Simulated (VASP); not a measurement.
```xyz
2
Lattice="0.0000 3.3150 3.3150 3.3150 0.0000 3.3150 3.3150 3.3150 0.0000" Properties=species:S:1:pos:R:3 pbc="T T T"
Ag     0.0000     0.0000     0.0000
I      1.6575     1.6575     1.6575
```

The base run (VASP): PBE GGA, plane waves, VASP's PBE PAW potentials (set 64). Numerical set-up: 400 eV cut-off, 6×6×6 Γ-centred mesh, Gaussian smearing of 0.050 eV, potentials Ag I.

One setting is varied; ΔE counts from the most expensive setting. The base run took about 20 core-seconds. Times come from single runs on busy shared machines, so they are rough: good to a factor of about 2.

The pressure holds a Pulay error that falls with the cut-off, as the column shows.

| setting | cost over the base run | electronic steps | ΔE (meV/atom) | pressure (GPa) |
|---|---|---|---|---|
| ENCUT = 150 | within a factor of 2 | 13 | 1091.2 | -85.23 |
| ENCUT = 200 | within a factor of 2 | 13 | 69.7 | -12.46 |
| ENCUT = 450 | within a factor of 2 | 12 | -0.1 | -0.05 |
| base run | reference | 12 | 0.2 | -0.17 |
| ENCUT = 500 | within a factor of 2 | 12 | -0.1 | -0.06 |
| ENCUT = 650 | within a factor of 2 | 12 | 0.0 | -0.05 |
| ENCUT = 750 | within a factor of 2 | 12 | 0.0 | -0.05 |
| ENCUT = 800 | about 2 times | 12 | 0.0 | -0.05 |

Left out are runs that failed, have no time on record or changed the cell.

The compound is AgI in the zinc blende structure, whereas wurtzite is the usual form. The cell was not relaxed at this level.
